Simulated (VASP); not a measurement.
OSiClBrH2: single point with BLYP

OSiClBrH2, in a box:

```
O Si Cl Br H
1.0
    12.00000    0.00000    0.00000
     0.00000   13.00000    0.00000
     0.00000    0.00000   12.00000
O Si Cl Br H
1 1 1 1 2
Direct
  0.62134 0.59506 0.46778
  0.56229 0.48880 0.50684
  0.58579 0.37470 0.39232
  0.38083 0.50967 0.52824
  0.59596 0.62853 0.40120
  0.61293 0.45886 0.61335
```

* Program: VASP 6.6.1
* Task: single point
* Functional: BLYP
* Potentials or basis: VASP PAW PBE potentials, release 64 (O, Si, Cl, Br, H)
* Cutoff: 520 eV
* k mesh: 1 × 1 × 1
* Occupations: gaussian, width 0.01 eV
* Spin: no spin polarisation

The largest force is 0.625 eV/Å. The gap between the frontier levels is 6.08 eV.

Forces on the atoms (eV/Å):
```
O    0.468  0.324  0.257
Si   0.075 -0.333  0.456
Cl   0.115 -0.419 -0.355
Br  -0.570  0.076  0.105
H   -0.122  0.348 -0.489
H    0.033  0.005  0.026
```

Levels at points of the mesh, in eV from the valence-band top:
```
           k point  band 10  band 11  band 12  band 13  band 14  band 15  band 16  band 17
(0.00, 0.00, 0.00)    -0.93    -0.73    -0.18     0.00     6.08     6.32     6.92     7.00
```

Wall time 7.3 min on 1 thread of Intel(R) Xeon(R) Platinum 8488C (Sapphire Rapids), with other jobs on the host, peak memory 1.4 GiB.

Caveat: the PAW data sets were made with another functional, which shifts forces and pressure a little. Expect the measured gap to be larger: semilocal functionals such as BLYP lack the derivative discontinuity.
